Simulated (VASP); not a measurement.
OSZICAR of a VASP run on CuGaSe2 (space group I-42d):

File OSZICAR:
```
       N       E                     dE             d eps       ncg     rms          rms(c)
DAV:   1     0.590931943681E+03    0.59093E+03   -0.23169E+04   524   0.158E+03
DAV:   2     0.601018241702E+02   -0.53083E+03   -0.51507E+03   554   0.440E+02
DAV:   3    -0.267211098851E+02   -0.86823E+02   -0.85243E+02   641   0.172E+02
DAV:   4    -0.322363751618E+02   -0.55153E+01   -0.54460E+01   696   0.433E+01
DAV:   5    -0.324564811747E+02   -0.22011E+00   -0.21942E+00   720   0.851E+00    0.121E+01
DAV:   6    -0.324927516460E+02   -0.36270E-01   -0.33225E+01   704   0.842E+01    0.885E+00
DAV:   7    -0.307319810087E+02    0.17608E+01   -0.78497E+00   648   0.635E+01    0.377E+00
DAV:   8    -0.309428513386E+02   -0.21087E+00   -0.35364E+00   784   0.203E+01    0.300E+00
DAV:   9    -0.308303694789E+02    0.11248E+00   -0.97114E-01   728   0.160E+01    0.447E-01
DAV:  10    -0.308335042239E+02   -0.31347E-02   -0.61428E-02   760   0.354E+00    0.178E-01
DAV:  11    -0.308344882425E+02   -0.98402E-03   -0.11096E-02   765   0.139E+00    0.133E-01
DAV:  12    -0.308342571894E+02    0.23105E-03   -0.15731E-03   760   0.707E-01    0.306E-02
DAV:  13    -0.308342775953E+02   -0.20406E-04   -0.23165E-04   746   0.101E-01    0.107E-02
DAV:  14    -0.308342855739E+02   -0.79786E-05   -0.33368E-05   720   0.650E-02    0.994E-03
DAV:  15    -0.308342839289E+02    0.16450E-05   -0.12011E-05   600   0.615E-02    0.277E-03
DAV:  16    -0.308342845157E+02   -0.58682E-06   -0.30270E-06   480   0.872E-03
   1 F= -.30834285E+02 E0= -.30834284E+02  d E =-.147526E-05
```

**Question.** Which electronic solver shows in the log?

**Answer.** It is blocked Davidson (ALGO = Normal, or the opening steps of other solvers). The INCAR had ALGO = Normal.

**Question.** Can the final energy be trusted as converged?

**Answer.** The run converged. It stopped with EDIFF = 1E-6, NELM = 100 (PBE GGA, plane waves, VASP's PBE PAW potentials (set 64)).

The structure is a typed CuGaSe2 crystal. The cell was not relaxed at this level, and its volume differs by -5.9 % from the start's. The k-mesh is coarse (spacing up to 0.53 per Å, 2π included), so the numbers may not be converged in it.
